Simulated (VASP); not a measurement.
Input of a VASP 6.6.1 run:

File INCAR:

```
PREC     = Accurate       # precision mode
ENCUT    = 600            # plane-wave cutoff, eV
EDIFF    = 1E-7           # SCF threshold, eV
ISMEAR   = 0              # smearing method
SIGMA    = 0.03           # smearing width, eV
LREAL    = F              # projectors in reciprocal space
LASPH    = T              # aspherical terms in the spheres
NELM     = 120            # most SCF steps
ALGO     = Fast           # electronic algorithm
ISIF     = 3              # what is computed and relaxed
LWAVE    = F              # write WAVECAR
LCHARG   = F              # write CHGCAR
GGA      = PE             # functional
IVDW     = 13             # dispersion correction
IBRION   = 2              # ionic algorithm
NSW      = 60             # ionic steps
EDIFFG   = -0.005         # ionic threshold
LATTICE_CONSTRAINTS= .TRUE. .TRUE. .FALSE.
KPAR     = 4
```

Contents of KPOINTS:

```
Automatic mesh
0
Gamma
  12 12 1
```

Contents of POSCAR:

```
SnSe2
1.0
    3.8500000000      0.0000000000      0.0000000000
   -1.9250000000      3.3341978000      0.0000000000
    0.0000000000      0.0000000000     19.1800000000
Se Sn
2 1
Direct
    0.3333330000      0.6666670000      0.4171011500
    0.6666670000      0.3333330000      0.5828988500
    0.0000000000      0.0000000000      0.5000000000
```

Potentials or basis: VASP PAW PBE potentials, release 64 (Se, Sn_d).

Run with:

```sh
$ cat potpaw_PBE.64/Se/POTCAR potpaw_PBE.64/Sn_d/POTCAR > POTCAR
$ mpirun -np 4 vasp_std > vasp.out
```

(1) Predict the dispersion energy per atom.

(2) Predict the relaxed cell.

(3) Predict the relaxed volume.

(4) What does it give for the band gap on the k mesh?

Answers

(1) -0.294 eV.

(2) a = 3.819 Å, b = 3.819 Å, c = 19.180 Å, α = 90.00°, β = 90.00°, γ = 120.00°.

(3) 80.77 Å³/atom.

(4) 0.77 eV, indirect (least direct gap 1.12 eV).

Caveat: spin-orbit coupling is left out, which moves the levels of the heavy elements.
